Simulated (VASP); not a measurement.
Here is the system:

```
PrN
1.0
    0.00000     2.75251     2.75251
    2.75251     0.00000     2.75251
    2.75251     2.75251     0.00000
Pr N
1 1
Direct
  0.00000   0.00000   0.00000
  0.75000   0.75000   0.75000
```

Computed with PBEsol GGA, VASP's PBE PAW potentials (set 64) (plane waves; VASP 6.6.1). Settings: 520 eV cut-off, 8×8×8 Γ-centred mesh, Gaussian smearing of 0.050 eV, potentials Pr_3 N.

The 4f electrons are frozen in the core of the lanthanide potential, so 4f levels, which can set the real gap, and their magnetism are missing.

What does the run give for the energy per atom (σ→0), band gap (on the k-mesh) with the smallest direct gap where there is one?

The band gap (on the k-mesh) is 1.49 eV and the smallest direct gap (on the k-mesh) is 2.11 eV. The energy per atom (σ→0) is -782.0 kJ/mol-atom.

The structure comes from a computed database's PrN entry (F-43m); how it stands against other phases isn't given here. It was relaxed first. The start is the result of an earlier pass.
